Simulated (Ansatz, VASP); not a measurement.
# Cross-check of AlPt3N between VASP and Ansatz, part 2 of 2

Wanted: the spread between two codes on one cell, functional and k mesh. The cell is generated by rule, not measured, and may not be a known phase. The cell is taken from a series of runs on this material, whose earlier steps may have relaxed, scaled, displaced or heated it; both programs get it as it stands.

VASP 6.6.1 and Ansatz 0.2.0.

So far: The starting structure; VASP: zone-centre phonons, RPBE.

## Step 2: VASP: zone-centre phonons, RPBE (continued)

Level of this step: RPBE; plane waves and PAW (Al, Pt, N); invented cell (VASP).

Numbers of over 12 decimals in the logs are rounded to 6 here.

From OUTCAR (step 2):

```text
ion  position               nearest neighbor table
   1  0.000  0.753  0.753-   4 2.48   3 2.55   2 2.55   2 2.55   3 2.55
   2  0.500  0.614  0.090-   5 2.02   1 2.55   1 2.55   3 2.61   3 2.87   4 2.93   4 2.93
   3  0.500  0.090  0.614-   5 2.02   1 2.55   1 2.55   2 2.61   2 2.87   4 2.93   4 2.93
   4  0.000  0.513  0.513-   5 1.95   5 1.95   1 2.48   2 2.93   2 2.93   3 2.93   3 2.93
   5  0.500  0.490  0.490-   4 1.95   4 1.95   2 2.02   3 2.02

  LATTYP: Found a base centered orthorhombic cell.
 ALAT       =     5.4755262040
 B/A-ratio  =     1.8913845214
 C/A-ratio  =     0.7079901906

 Subroutine GETGRP returns: Found  4 space group operations
 (whereof  4 operations were pure point group operations)

The static configuration has the point symmetry C_2v.

 Found    126 irreducible k-points:

   k-points           NKPTS =    126   k-points in BZ     NKDIM =    126   number of bands    NBANDS=     25

   dimension x,y,z NGX =    32 NGY =   48 NGZ =   48
   dimension x,y,z NGXF=    64 NGYF=   96 NGZF=   96

   ENCUT  =  600.0 eV  44.10 Ry    6.64 a.u.   7.74 11.70 11.70*2*pi/ulx,y,z

   NELECT =      38.0000    total number of electrons

 k-points in reciprocal lattice and weights: Automatic mesh
   0.00000000  0.00000000  0.00000000       0.002
   0.10000000  0.00000000  0.00000000       0.003
   0.20000000  0.00000000  0.00000000       0.003
   0.30000000  0.00000000  0.00000000       0.003
   0.40000000  0.00000000  0.00000000       0.003
   0.50000000  0.00000000  0.00000000       0.002
   0.00000000  0.12500000  0.00000000       0.006
   0.10000000  0.12500000  0.00000000       0.013
   0.20000000  0.12500000  0.00000000       0.013
[...]
0.20000000  0.25000000  0.25000000       0.006
[...]
POSITION                                       TOTAL-FORCE (eV/Angst)
 -----------------------------------------------------------------------------------
      0.00000      0.00000      7.79606         0.000000      0.000000     -0.002154
      1.93831      1.43275      3.64689         0.000000      0.084331     -0.045333
      1.93831     -1.43275      3.64689         0.000000     -0.084331     -0.045333
      0.00000      0.00000      5.31317         0.000000      0.000000      0.011586
      1.93831      0.00000      5.07545         0.000000      0.000000      0.081234
 -----------------------------------------------------------------------------------
    total drift:                                0.000000      0.000000     -0.000135

 Eigenvectors and eigenvalues of the dynamical matrix
 ----------------------------------------------------

   1 f  =   20.731321 THz   130.258733 2PiTHz  691.522440 cm-1    85.737817 meV
             X         Y         Z           dx          dy          dz
      0.000000  0.000000  7.796057     0.006783    0.000000   -0.000000
      1.938309  1.432746  3.646886     0.004375   -0.000000   -0.000000
      1.938309 -1.432746  3.646886     0.004375    0.000000    0.000000
      0.000000  0.000000  5.313167    -0.269298    0.000000    0.000000
      1.938309  0.000000  5.075450     0.963013    0.000000    0.000000

   2 f  =   16.395682 THz   103.017111 2PiTHz  546.901096 cm-1    67.807063 meV
             X         Y         Z           dx          dy          dz
      0.000000  0.000000  7.796057    -0.000000   -0.000000   -0.074679
      1.938309  1.432746  3.646886    -0.000000    0.072083   -0.089353
      1.938309 -1.432746  3.646886    -0.000000   -0.072083   -0.089353
      0.000000  0.000000  5.313167     0.000000   -0.000000   -0.056751
      1.938309  0.000000  5.075450    -0.000000    0.000000    0.982264

   3 f  =   13.605940 THz    85.488640 2PiTHz  453.845296 cm-1    56.269620 meV
             X         Y         Z           dx          dy          dz
      0.000000  0.000000  7.796057    -0.000000    0.117354   -0.000000
      1.938309  1.432746  3.646886    -0.000000    0.073475   -0.081503
      1.938309 -1.432746  3.646886    -0.000000    0.073475    0.081503
      0.000000  0.000000  5.313167     0.000000    0.071403    0.000000
      1.938309  0.000000  5.075450     0.000000   -0.978288    0.000000

   4 f  =    9.407067 THz    59.106348 2PiTHz  313.785992 cm-1    38.904487 meV
             X         Y         Z           dx          dy          dz
      0.000000  0.000000  7.796057     0.964806    0.000000   -0.000000
      1.938309  1.432746  3.646886    -0.185708   -0.000000    0.000000
      1.938309 -1.432746  3.646886    -0.185708   -0.000000   -0.000000
      0.000000  0.000000  5.313167     0.013164    0.000000   -0.000000
      1.938309  0.000000  5.075450    -0.001427   -0.000000    0.000000

   5 f  =    8.802388 THz    55.307034 2PiTHz  293.616055 cm-1    36.403735 meV
             X         Y         Z           dx          dy          dz
      0.000000  0.000000  7.796057    -0.000000   -0.000000   -0.943745
      1.938309  1.432746  3.646886    -0.000000   -0.176635    0.091812
      1.938309 -1.432746  3.646886    -0.000000    0.176635    0.091812
      0.000000  0.000000  5.313167     0.000000   -0.000000    0.172393
      1.938309  0.000000  5.075450    -0.000000    0.000000   -0.019161

   6 f  =    6.468906 THz    40.645334 2PiTHz  215.779471 cm-1    26.753233 meV
             X         Y         Z           dx          dy          dz
      0.000000  0.000000  7.796057    -0.000000   -0.941828    0.000000
      1.938309  1.432746  3.646886     0.000000    0.158681   -0.168727
      1.938309 -1.432746  3.646886    -0.000000    0.158681    0.168727
      0.000000  0.000000  5.313167    -0.000000    0.048561    0.000000
      1.938309  0.000000  5.075450    -0.000000   -0.057486    0.000000

   7 f  =    5.545671 THz    34.844482 2PiTHz  184.983689 cm-1    22.935044 meV
             X         Y         Z           dx          dy          dz
      0.000000  0.000000  7.796057     0.000000   -0.000000    0.169691
      1.938309  1.432746  3.646886     0.000000   -0.586469    0.181354
      1.938309 -1.432746  3.646886     0.000000    0.586469    0.181354
      0.000000  0.000000  5.313167    -0.000000   -0.000000   -0.454265
      1.938309  0.000000  5.075450    -0.000000   -0.000000    0.105726

   8 f  =    3.477560 THz    21.850151 2PiTHz  115.998899 cm-1    14.382024 meV
             X         Y         Z           dx          dy          dz
      0.000000  0.000000  7.796057    -0.000000   -0.180126   -0.000000
      1.938309  1.432746  3.646886    -0.000000   -0.329004    0.311922
      1.938309 -1.432746  3.646886    -0.000000   -0.329004   -0.311922
      0.000000  0.000000  5.313167     0.000000    0.742795   -0.000000
      1.938309  0.000000  5.075450     0.000000   -0.068787   -0.000000

   9 f  =    2.996896 THz    18.830052 2PiTHz   99.965688 cm-1    12.394160 meV
             X         Y         Z           dx          dy          dz
      0.000000  0.000000  7.796057    -0.000000   -0.000000    0.178539
      1.938309  1.432746  3.646886    -0.000000   -0.345916   -0.373262
      1.938309 -1.432746  3.646886    -0.000000    0.345916   -0.373262
      0.000000  0.000000  5.313167     0.000000    0.000000    0.670018
      1.938309  0.000000  5.075450     0.000000    0.000000    0.035146

  10 f  =    2.675656 THz    16.811645 2PiTHz   89.250288 cm-1    11.065620 meV
             X         Y         Z           dx          dy          dz
      0.000000  0.000000  7.796057     0.000000   -0.000000    0.000000
      1.938309  1.432746  3.646886    -0.707107   -0.000000    0.000000
      1.938309 -1.432746  3.646886     0.707107   -0.000000   -0.000000
      0.000000  0.000000  5.313167    -0.000000   -0.000000    0.000000
      1.938309  0.000000  5.075450    -0.000000   -0.000000    0.000000

  11 f  =    2.664735 THz    16.743026 2PiTHz   88.886005 cm-1    11.020455 meV
             X         Y         Z           dx          dy          dz
      0.000000  0.000000  7.796057     0.161423   -0.000000    0.000000
      1.938309  1.432746  3.646886     0.392367   -0.000000   -0.000000
      1.938309 -1.432746  3.646886     0.392367    0.000000   -0.000000
      0.000000  0.000000  5.313167    -0.784729    0.000000    0.000000
      1.938309  0.000000  5.075450    -0.224144   -0.000000   -0.000000

  12 f  =    0.004081 THz     0.025641 2PiTHz    0.136123 cm-1     0.016877 meV
             X         Y         Z           dx          dy          dz
      0.000000  0.000000  7.796057     0.000000   -0.208468   -0.000000
      1.938309  1.432746  3.646886     0.000000   -0.556802    0.003114
      1.938309 -1.432746  3.646886     0.000000   -0.556802   -0.003114
      0.000000  0.000000  5.313167     0.000000   -0.560309   -0.000000
      1.938309  0.000000  5.075450     0.000000   -0.150060   -0.000000

  13 f/i=    0.001000 THz     0.006281 2PiTHz    0.033347 cm-1     0.004135 meV
             X         Y         Z           dx          dy          dz
      0.000000  0.000000  7.796057     0.207477    0.000000    0.000000
      1.938309  1.432746  3.646886     0.558159    0.000000    0.000000
      1.938309 -1.432746  3.646886     0.558159    0.000000    0.000000
      0.000000  0.000000  5.313167     0.558128    0.000000    0.000000
      1.938309  0.000000  5.075450     0.149543    0.000000    0.000000

  14 f/i=    0.001498 THz     0.009413 2PiTHz    0.049973 cm-1     0.006196 meV
             X         Y         Z           dx          dy          dz
      0.000000  0.000000  7.796057     0.000000    0.000000   -0.207600
      1.938309  1.432746  3.646886     0.000000    0.000180   -0.558008
      1.938309 -1.432746  3.646886     0.000000   -0.000180   -0.558008
      0.000000  0.000000  5.313167     0.000000    0.000000   -0.558372
      1.938309  0.000000  5.075450     0.000000    0.000000   -0.149590

  15 f/i=    0.824411 THz     5.179929 2PiTHz   27.499401 cm-1     3.409490 meV
             X         Y         Z           dx          dy          dz
      0.000000  0.000000  7.796057     0.000000    0.152589    0.000000
      1.938309  1.432746  3.646886     0.000000   -0.226163   -0.606286
      1.938309 -1.432746  3.646886     0.000000   -0.226163    0.606286
      0.000000  0.000000  5.313167     0.000000    0.356163    0.000000
      1.938309  0.000000  5.075450     0.000000    0.111350    0.000000

 ELASTIC MODULI CONTR FROM IONIC RELAXATION (kBar)
 Direction    XX          YY          ZZ          XY          YZ          ZX
 --------------------------------------------------------------------------------
 XX        -199.8159   -180.1509     70.7764      0.0000     -0.0000     -0.0000
 YY        -180.1509   -759.4499   -132.3231      0.0000      0.0000     -0.0000
 ZZ          70.7764   -132.3231   -322.6666      0.0000      0.0000      0.0000
 XY           0.0000      0.0000      0.0000     -5.2516      0.0000      0.0000
 YZ          -0.0000      0.0000      0.0000      0.0000   -369.3535      0.0000
 ZX          -0.0000     -0.0000      0.0000      0.0000      0.0000   -222.4229
 --------------------------------------------------------------------------------
```

## Step 3: Ansatz: zone-centre phonons, RPBE

Ansatz runs on its default PAW (the set named soft_2) files.

The same cell, functional, mesh and smearing now go to Ansatz, which takes its cutoff from its data sets.

File input.yaml:

```yaml
crystal:
  lattice:
    - [3.8766188409, 0.0, 0.0]
    - [0.0, 2.737763102, 5.1781627545]
    - [0.0, -2.737763102, 5.1781627545]
  atoms:
    - { symbol: Al, position: [0.0, 0.7527821178, 0.7527821178] }
    - { symbol: Pt, position: [0.5, 0.6138045964, 0.0904772601] }
    - { symbol: Pt, position: [0.5, 0.0904772601, 0.6138045964] }
    - { symbol: Pt, position: [0.0, 0.5130359413, 0.5130359413] }
    - { symbol: "N", position: [0.5, 0.4900821525, 0.4900821525] }
kpoints:
  mp_grid: { grid: [10, 8, 8] }
hamiltonian:
  xc: rpbe
scf:
  occupations: { method: methfessel_paxton, width: 0.2 }
output:
  eigenvalues: true
phonons:
  method: dfpt
```

Started as:

```
> ansatz run input.yaml --threads 8 --pin off --max-ram 14336MiB --backend cpu --events-out ev --progress --plain --runs-dir out
```

What it wrote:

```text
zone centre: on kpoints.mp_grid the ground state, and the responses unless they are solved on pairs of k-points, stand on 204 of the mesh's 640 k-points, reduced under 2 symmetry operations, with k and −k counted as one. Each operation leaves every solved displacement unchanged or reverses it
Engine: ansatz 0.2.0, aarch64-unknown-linux-gnu
Pseudopotentials: kind: paw
Pseudopotential: Al, paw, valence charge 3, recommended cutoff 420 eV (normal), Al.paw.azcp
Pseudopotential: Pt, paw, valence charge 18, recommended cutoff 420 eV (normal), Pt.paw.azcp
Pseudopotential: N, paw, valence charge 5, recommended cutoff 420 eV (normal), N.paw.azcp
Functional definition: RPBE
  parameter kappa = 0.804
  parameter beta = 0.066725
  exchange = rpbe_x(kappa = kappa, mu = beta*pi^2/3)
  correlation = pbe_c(beta = beta)
Crystal: 5 atoms, lattice volume = 109.914 Å³
Basis set: ecut = 420 eV, 2165 PW (Γ), exchange–correlation on 54×80×80 points (8 copies of the dense FFT grid, shifted against one another)
Bands: 38, of which v1, the nominal top of the filled ones, is band 31 counted from 1 (30 counted from 0)
Symmetry: 4 space group operations
k-points: 204 of 640 (irreducible under 2 space group operations, time reversal used)
Non-local potential: Al, projectors of the file, l = 0: 2, l = 1: 2, l = 2: 1
Non-local potential: Pt, projectors of the file, l = 0: 3, l = 1: 2, l = 2: 2, l = 3: 1
Non-local potential: N, projectors of the file, l = 0: 2, l = 1: 2, l = 2: 1
PAW form: soft (Blöchl's): semilocal exchange-correlation on the pseudo side does not see the compensation charge
PAW frozen core: Al, regenerated for the run's functional, and the local potential with it (the file was generated under x = pbe(κ = 0.804, μ = 0.219515), c = pbe(β = 0.066725))
PAW frozen core: Pt, regenerated for the run's functional, and the local potential with it (the file was generated under x = pbe(κ = 0.804, μ = 0.219515), c = pbe(β = 0.066725))
PAW frozen core: N, regenerated for the run's functional, and the local potential with it (the file was generated under x = pbe(κ = 0.804, μ = 0.219515), c = pbe(β = 0.066725))
PAW one-centre angular grid: Al, 110 points (default); XC on 64 Gauss nodes
PAW one-centre angular grid: Pt, 590 points (default); XC on 64 Gauss nodes
PAW one-centre angular grid: N, 110 points (default); XC on 64 Gauss nodes
Initial density: superposition of atomic densities (neutral atoms: chi_scale 0, normalization atom), corrected by the library's trained network
Initial wavefunctions: pseudopotential atomic-orbital guess
Functional: x = rpbe, c = pbe(β = 0.066725)
SCF iter   1: F=—  HF=-38535.678440 eV  |F-HF|=—  |Δ(HF+E_count)|=         —  Δρ=9.62e-3  dr2=7.35e-2  ethr=1.77e-3  ⟨swp⟩=6.0  Hψ=30536  notcnv=0
preconditioner: auto → LDOS  [metal: Δε(μ)=0.012 eV  Ē_g=7.709 eV  σ=0.200 eV  W_gap=0.05  n_scr=28 (ndim 8)  ℏωp=21.8 eV  f_vac=0.174  D(μ)=1.90/eV (n_scr^D=8)  β→1.0]
SCF iter   2: F=—  HF=-38535.677004 eV  |F-HF|=—  |Δ(HF+E_count)|=   1.44e-3  S|Δr|=    0.00e0  Δρ=4.97e-3  dr2=3.48e-2  ethr=1.19e-4  ⟨swp⟩=2.3  Hψ=13725  notcnv=0  defer=3
SCF iter   3: F=—  HF=-38535.671069 eV  |F-HF|=—  |Δ(HF+E_count)|=   5.94e-3  S|Δr|=    0.00e0  Δρ=1.51e-3  dr2=3.17e-3  ethr=5.62e-5  ⟨swp⟩=2.0  Hψ=11048  notcnv=0  defer=3
SCF iter   4: F=—  HF=-38535.670534 eV  |F-HF|=—  |Δ(HF+E_count)|=   5.35e-4  S|Δr|=    0.00e0  Δρ=2.75e-4  dr2=9.75e-5  ethr=5.11e-6  ⟨swp⟩=2.0  Hψ=11077  notcnv=0  defer=3
SCF iter   5: F=—  HF=-38535.670548 eV  |F-HF|=—  |Δ(HF+E_count)|=   1.42e-5  S|Δr|=    0.00e0  Δρ=7.66e-5  dr2=8.72e-6  ethr=1.57e-7  ⟨swp⟩=2.0  Hψ=11312  notcnv=0  defer=3
SCF iter   6: F=—  HF=-38535.670546 eV  |F-HF|=—  |Δ(HF+E_count)|=   1.99e-6  S|Δr|=    0.00e0  Δρ=2.74e-5  dr2=8.62e-7  ethr=1.41e-8  ⟨swp⟩=2.0  Hψ=11253  notcnv=0  defer=3
SCF iter   7: F=—  HF=-38535.670550 eV  |F-HF|=—  |Δ(HF+E_count)|=   4.27e-6  S|Δr|=    0.00e0  Δρ=9.19e-6  dr2=9.56e-8  ethr=1.39e-9  ⟨swp⟩=2.0  Hψ=11110  notcnv=0  defer=3
SCF iter   8: F=—  HF=-38535.670551 eV  |F-HF|=—  |Δ(HF+E_count)|=   8.94e-8  S|Δr|=    0.00e0  Δρ=2.91e-6  dr2=8.69e-9  ethr=1.54e-10  ⟨swp⟩=2.0  Hψ=11108  notcnv=0  defer=3
SCF iter   9: F=—  HF=-38535.670551 eV  |F-HF|=—  |Δ(HF+E_count)|=   1.05e-8  S|Δr|=    0.00e0  Δρ=9.06e-7  dr2=8.25e-10  ethr=1.40e-11  ⟨swp⟩=2.0  Hψ=11166  notcnv=0  defer=3
SCF iter  10: F=—  HF=-38535.670551 eV  |F-HF|=—  |Δ(HF+E_count)|=   1.10e-9  S|Δr|=    0.00e0  Δρ=3.30e-7  dr2=1.13e-10  ethr=1.33e-12  ⟨swp⟩=2.0  Hψ=11181  notcnv=0  defer=3
SCF iter  11: F=—  HF=-38535.670551 eV  |F-HF|=—  |Δ(HF+E_count)|=  1.38e-10  S|Δr|=    0.00e0  Δρ=1.14e-7  dr2=1.19e-11  ethr=1.00e-12  ⟨swp⟩=2.2  Hψ=10432  notcnv=0  defer=3
SCF iter  12: F=-38535.670551 eV  HF=-38535.670551 eV  |F-HF|=0.00e0  |Δ(HF+E_count)|=    0.00e0  S|Δr|=    0.00e0  Δρ=3.13e-8  dr2=4.99e-13  ethr=1.00e-12  ⟨swp⟩=11.1  Hψ=37010  notcnv=0
SCF 1 converged in 12 iterations: F = -38535.670551 eV  dr2 = 4.99e-13
  greatest PAW one-centre occupation: 1.000 electrons in one spin orbital (limit 2), on the Pt atom at site 3 (counted from 0), in its partial waves of l = 0
DFPT response loops at Γ: preconditioner auto → none (partly filled bands, converged f_vac=0.178); β = 0.50; Broyden in place of MSR1
SCF converged after 12 iterations
Stability not checked: this state was not tested for a lower state beside it, because cold or Methfessel-Paxton smearing, or corrected tetrahedra, fill the levels in a way that the test cannot read (fill_not_monotonic; see scf.lower_state_search)
Free energy (F): -38535.670551 eV
Harris-Foulkes:  -38535.670551 eV  (|F-HF|=0.00e0)
Internal energy: -38535.671152 eV  (E = F + TS)
E sigma→0 (E₀):  -38535.670701 eV
Entropy (-TS):   0.000601 eV (0.120 meV/atom)
Fermi energy:    9.179926 eV
--- Per-component energies (eV) ---
  E_band       = -1104.922081
  E_kinetic    = 2063.077160
  E_local      = -9385.187068  (includes V_loc(G=0)·N_el)
  E_nonlocal   = 652.981187
  E_hartree    = 3730.114311
  E_xc         = -882.951490
  E_vxc        = -1008.380542  (∫ρ·V_xc dr)
  E_paw        = -29002.156088  (= ΣΔE_a)
  E_vpaw       = -887.642140  (= ΣTr[D̂ρ^β])
  E_aug_tail   = 0.000693  (compensation charges beyond the density's cutoff)
  E_ewald      = -5711.402340
  E_core_change = -0.147516  (= ΣΔE_core)
  E_smearing   = 0.000601  (= −TS)
  E_closure    = -0.000000  (closes the sum)
  Σ components = -38535.670551   (vs F -38535.670551, Δ=0.00e0)
--- Band table (eV; the first three rows and the last of 204) ---
  k-point 0: bands = [... 27 lower, 8.0089, 8.1173, 8.3786, 8.4902, 9.6594, 11.6205, 12.1079, 13.0454, ... 3 higher]
  k-point 1: bands = [... 27 lower, 8.0241, 8.1219, 8.3347, 8.4717, 9.4922, 11.2435, 12.3530, 13.3468, ... 3 higher]
  k-point 2: bands = [... 27 lower, 8.0165, 8.1275, 8.2605, 8.3946, 8.9669, 11.1761, 12.4190, 13.5973, ... 3 higher]
  k-point 203: bands = [... 27 lower, 8.0840, 8.2623, 8.6225, 9.0013, 9.8695, 10.8175, 11.1841, 12.7149, ... 3 higher]
--- Phonons (Γ-DFPT): 12 representative perturbations + reference, on 204 of 640 k-points (Σ response iterations 43) ---
  k mesh reduced under 2 symmetry operations, with k and −k counted as one. Each operation leaves every solved displacement unchanged or reverses it
  ASR residual: 1.330e-4 → 0.000e0 eV/Å²; symmetrization residual: 1.963e-6 eV/Å²
  ASR residual per site (eV/Å²): 1.33e-4 1.84e-5 1.84e-5 2.55e-5 4.78e-5
  Γ frequencies (cm⁻¹): -26.29 0.00 0.00 0.00 89.66 89.86 100.93 116.08 185.61 215.25 294.19 314.04 443.21 540.02 676.09
  non-analytic LO–TO correction: not included (Born effective charges unavailable; polar crystals: no LO–TO splitting at Γ)
```

## Step 4: Side by side

Known differences besides the potentials themselves: the data sets hold 62 valence electrons in Ansatz (on its default PAW (the set named soft_2) files) and 38 in VASP; the cutoff is 420 eV in Ansatz and 600 eV in VASP; Ansatz makes its cores anew for this functional, VASP keeps those of its PBE data sets. Total energies have different zeros and are not compared.

Both answers:

| quantity | Ansatz | VASP | difference |
| --- | --- | --- | --- |
| optical mode 1 (imaginary, printed as negative) (cm⁻¹) | -26.3 | -27.5 | +1.2 |
| optical mode 2 (cm⁻¹) | 89.7 | 88.9 | +0.87 % |
| optical mode 3 (cm⁻¹) | 89.9 | 89.3 | +0.68 % |
| optical mode 4 (cm⁻¹) | 100.9 | 100.0 | +0.96 % |
| optical mode 5 (cm⁻¹) | 116.1 | 116.0 | +0.07 % |
| optical mode 6 (cm⁻¹) | 185.6 | 185.0 | +0.34 % |
| optical mode 7 (cm⁻¹) | 215.2 | 215.8 | -0.25 % |
| optical mode 8 (cm⁻¹) | 294.2 | 293.6 | +0.20 % |
| optical mode 9 (cm⁻¹) | 314.0 | 313.8 | +0.08 % |
| optical mode 10 (cm⁻¹) | 443.2 | 453.8 | -2.34 % |
| optical mode 11 (cm⁻¹) | 540.0 | 546.9 | -1.26 % |
| optical mode 12 (cm⁻¹) | 676.1 | 691.5 | -2.23 % |

Modes are paired by rising frequency, not by their patterns, so a pair may set unlike modes beside each other; they are those without the splitting of longitudinal modes.

## Step 5: Summary of results

```json
{"r.m.s. difference of the optical zone-centre modes, each program's sorted by frequency (zone-centre phonons, RPBE)": "5.8 cm⁻¹", "difference in optical mode 10 (zone-centre phonons, RPBE)": "-2.3 %"}
```

The r.m.s. difference of the optical zone-centre modes, each program's sorted by frequency is 5.8 cm⁻¹ (zone-centre phonons, RPBE). The data sets hold unlike numbers of valence electrons (62 in Ansatz and 38 in VASP), so part of the differences comes from the potentials. Among the rows given in per cent, the largest difference of the zone-centre phonons, RPBE pair is in optical mode 10, -2.3 %. How closely two codes agree says nothing of how well the functional describes the real material.

[Lines on the potential files, build, host, timing and source positions are cut from VASP's logs without a mark.]

[Logs are printed without paths, hosts, clocks, repeated set-up lines and the standing remarks that a program may print on its own settings, such as how far it seeks lower states.]

[Hosts, paths, dates, database ids (printed as entryN), source tags and the programs' standing remarks are cut or masked in the printed files.]
